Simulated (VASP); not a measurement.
Calculation: MS2 meta-GGA, VASP's PBE PAW potentials (set 64) (plane waves; VASP 6.6.1).

The input files of a VASP run:

KPOINTS:
```
Regular mesh
0
gamma
  9 9 2
0 0 0
```

File KPOINTS_OPT:
```
k-points along high-symmetry lines
6
Line-mode
Reciprocal
  0.000000   0.000000   0.000000 ! GAMMA
  0.000000   0.500000   0.000000 ! M

  0.000000   0.500000   0.000000 ! M
 -0.333333   0.666667   0.000000 ! K

 -0.333333   0.666667   0.000000 ! K
  0.000000   0.000000   0.000000 ! GAMMA

  0.000000   0.000000   0.000000 ! GAMMA
  0.000000   0.000000   0.500000 ! A

  0.000000   0.000000   0.500000 ! A
  0.000000   0.500000   0.500000 ! L

  0.000000   0.500000   0.500000 ! L
 -0.333333   0.666667   0.500000 ! H

 -0.333333   0.666667   0.500000 ! H
  0.000000   0.000000   0.500000 ! A

  0.000000   0.500000   0.500000 ! L
  0.000000   0.500000   0.000000 ! M

 -0.333333   0.666667   0.500000 ! H
 -0.333333   0.666667   0.000000 ! K
```

**INCAR**
```
SYSTEM = MoS2
PREC = Accurate; ENCUT = 520; LREAL = .FALSE.
LASPH = .TRUE.
EDIFF = 1E-7; NELM = 100; ALGO = Normal
LMAXMIX = 4; LMIXTAU = .TRUE.
ISMEAR = -5
METAGGA = MS2
ISIF = 2
LWAVE = .FALSE.; LCHARG = .FALSE.; LORBIT = 11
NEDOS = 601
LEFG = .TRUE.
```

File POSCAR:
```
MoS2
1
    1.5849626249    -2.7452355164     0.0000000000
    1.5849626249     2.7452355164     0.0000000000
    0.0000000000     0.0000000000    13.2474081643
Mo S
2 4
Direct
  0.3333330000   0.6666670000   0.2500000000
  0.6666670000   0.3333330000   0.7500000000
  0.3333330000   0.6666670000   0.8676901360
  0.6666670000   0.3333330000   0.3676901360
  0.6666670000   0.3333330000   0.1323098640
  0.3333330000   0.6666670000   0.6323098640
```

POTCAR, in this order: Mo_sv S (PBE.64 set). Program: vasp_std.

What VASP printed:

File OSZICAR:
```
       N       E                     dE             d eps       ncg     rms          rms(c)
DAV:   1     0.359552657793E+03    0.35955E+03   -0.27925E+04  1688   0.148E+03
DAV:   2    -0.980147899034E+02   -0.45757E+03   -0.44827E+03  1845   0.388E+02
DAV:   3    -0.121487938919E+03   -0.23473E+02   -0.23296E+02  1884   0.769E+01
DAV:   4    -0.122027736137E+03   -0.53980E+00   -0.53834E+00  1846   0.115E+01
DAV:   5    -0.122043069805E+03   -0.15334E-01   -0.15326E-01  1883   0.176E+00    0.552E+01
DAV:   6    -0.908542527421E+02    0.31189E+02   -0.31757E+01  1582   0.492E+01    0.112E+01
DAV:   7    -0.703650347555E+02    0.20489E+02   -0.18602E+01  1627   0.286E+01    0.655E+00
DAV:   8    -0.776283276058E+02   -0.72633E+01   -0.10739E+01  1711   0.252E+01    0.797E+00
DAV:   9    -0.684465436831E+02    0.91818E+01   -0.35515E+00  1572   0.170E+01    0.266E+00
DAV:  10    -0.610829015315E+02    0.73636E+01   -0.73949E+00  1488   0.217E+01    0.190E+00
DAV:  11    -0.610350654246E+02    0.47836E-01   -0.24499E-01  1952   0.368E+00    0.153E+00
DAV:  12    -0.611313320897E+02   -0.96267E-01   -0.82921E-01  1516   0.923E+00    0.149E+00
DAV:  13    -0.611496723056E+02   -0.18340E-01   -0.10687E+00  1502   0.900E+00    0.129E+00
DAV:  14    -0.607749387333E+02    0.37473E+00   -0.13006E+00  1537   0.948E+00    0.118E+00
DAV:  15    -0.608209151051E+02   -0.45976E-01   -0.62733E-02  1593   0.203E+00    0.836E-01
DAV:  16    -0.607756997202E+02    0.45215E-01   -0.36882E-02  1586   0.162E+00    0.813E-01
DAV:  17    -0.608040054544E+02   -0.28306E-01   -0.62740E-03  1761   0.745E-01    0.813E-01
DAV:  18    -0.608062198396E+02   -0.22144E-02   -0.77265E-02  1523   0.233E+00    0.772E-01
DAV:  19    -0.608414932867E+02   -0.35273E-01   -0.13364E-01  1816   0.210E+00    0.136E+00
DAV:  20    -0.608463280646E+02   -0.48348E-02   -0.96963E-03  1804   0.612E-01    0.920E-01
DAV:  21    -0.608468274100E+02   -0.49935E-03   -0.15814E-03  1615   0.270E-01    0.734E-01
DAV:  22    -0.608448764667E+02    0.19509E-02   -0.65257E-03  1770   0.511E-01    0.257E-01
DAV:  23    -0.608474784113E+02   -0.26019E-02   -0.26957E-03  1607   0.382E-01    0.145E-01
DAV:  24    -0.608473147214E+02    0.16369E-03   -0.54314E-04  1733   0.153E-01    0.110E-01
DAV:  25    -0.608473292890E+02   -0.14568E-04   -0.12224E-04  2017   0.552E-02    0.102E-01
DAV:  26    -0.608475931059E+02   -0.26382E-03   -0.17993E-04  1649   0.949E-02    0.748E-02
DAV:  27    -0.608476287901E+02   -0.35684E-04   -0.31592E-05  1838   0.406E-02    0.652E-02
DAV:  28    -0.608476462050E+02   -0.17415E-04   -0.11920E-05  1695   0.277E-02    0.501E-02
DAV:  29    -0.608476448456E+02    0.13594E-05   -0.36302E-07  1577   0.345E-03    0.505E-02
DAV:  30    -0.608476537443E+02   -0.88987E-05   -0.85691E-06  1677   0.191E-02    0.400E-02
DAV:  31    -0.608476527426E+02    0.10017E-05   -0.23373E-05  1621   0.284E-02    0.236E-02
DAV:  32    -0.608476523029E+02    0.43972E-06   -0.25788E-05  1734   0.263E-02    0.163E-02
DAV:  33    -0.608476494762E+02    0.28267E-05   -0.76644E-06  1912   0.166E-02    0.968E-03
DAV:  34    -0.608476516482E+02   -0.21720E-05   -0.83665E-07  1587   0.551E-03    0.821E-03
DAV:  35    -0.608476566567E+02   -0.50084E-05   -0.25172E-06  1422   0.104E-02    0.107E-02
DAV:  36    -0.608476574034E+02   -0.74672E-06   -0.13459E-06  1429   0.841E-03    0.968E-03
DAV:  37    -0.608476584455E+02   -0.10421E-05   -0.31587E-07  1475   0.329E-03    0.861E-03
DAV:  38    -0.608476574731E+02    0.97239E-06   -0.66527E-07  1596   0.520E-03    0.354E-03
DAV:  39    -0.608476582544E+02   -0.78137E-06   -0.10935E-07  1025   0.209E-03    0.186E-03
DAV:  40    -0.608476579250E+02    0.32945E-06   -0.46065E-08   926   0.129E-03    0.186E-03
DAV:  41    -0.608476583313E+02   -0.40627E-06   -0.80482E-08   905   0.145E-03    0.732E-04
DAV:  42    -0.608476581378E+02    0.19349E-06   -0.34389E-08   912   0.102E-03    0.289E-04
DAV:  43    -0.608476580585E+02    0.79239E-07   -0.88602E-09   905   0.526E-04
   1 F= -.60847658E+02 E0= -.60847658E+02  d E =0.000000E+00
       N       E                     dE             ncg
       N       E                     dE             ncg
       N       E                     dE             ncg
```

File OUTCAR:
```
------------------------ aborting loop because EDIFF is reached ----------------------------------------
  FORCE on cell =-STRESS in cart. coord.  units (eV):
  Direction    XX          YY          ZZ          XY          YZ          ZX
  --------------------------------------------------------------------------------------
  Total       -0.0046064     -0.0046064      0.0513996      0.0000000      0.0000000     -0.0000000
  in kB       -0.0640190     -0.0640190      0.7143498      0.0000000      0.0000000     -0.0000000
  external PRESSURE =       0.1954373 kB  Pullay stress =       0.0000000 kB
  volume of cell :      115.28
      direct lattice vectors                 reciprocal lattice vectors
     1.584962625 -2.745235516  0.000000000     0.315464852 -0.182133736  0.000000000
     1.584962625  2.745235516  0.000000000     0.315464852  0.182133736  0.000000000
     0.000000000  0.000000000 13.247408164     0.000000000  0.000000000  0.075486464
 POSITION                                       TOTAL-FORCE (eV/Angst)
 -----------------------------------------------------------------------------------
      1.58496      0.91508      3.31185        -0.000000      0.000000      0.000000
      1.58496     -0.91508      9.93556        -0.000000     -0.000000      0.000000
      1.58496      0.91508     11.49465        -0.000000      0.000000     -0.002637
      1.58496     -0.91508      4.87094         0.000000     -0.000000     -0.002637
      1.58496     -0.91508      1.75276         0.000000      0.000000      0.002637
      1.58496      0.91508      8.37647        -0.000000      0.000000      0.002637
 -----------------------------------------------------------------------------------
    total drift:                               -0.000224      0.001627     -0.000031
  FREE ENERGIE OF THE ION-ELECTRON SYSTEM (eV)
  ---------------------------------------------------
  free  energy   TOTEN  =       -60.8476580585 eV

  energy  without entropy=      -60.8476580585  energy(sigma->0) =      -60.84765806

 total charge

# of ion       s       p       d       tot
------------------------------------------
    1        2.286   6.227   3.881  12.394
    2        2.286   6.227   3.881  12.394
    3        1.357   2.362   0.000   3.719
    4        1.357   2.362   0.000   3.719
    5        1.357   2.362   0.000   3.719
    6        1.357   2.362   0.000   3.719
--------------------------------------------------
tot          9.998  21.904   7.762  39.664

 Electric field gradients after diagonalization (V/A^2)
 (convention: |V_zz| > |V_xx| > |V_yy|)
----------------------------------------------------------------------
 ion       V_xx      V_yy      V_zz     asymmetry (V_yy - V_xx)/ V_zz
----------------------------------------------------------------------
   1      44.080    44.075   -88.155       0.000
   2      44.080    44.075   -88.155       0.000
   3      28.539    28.538   -57.078       0.000
   4      28.539    28.538   -57.078       0.000
   5      28.539    28.538   -57.078       0.000
   6      28.539    28.538   -57.078       0.000
```
(Selected blocks of OUTCAR.)

The compound is MoS2 in the 2H layered structure. It was relaxed first, which changed the volume by +8 %.
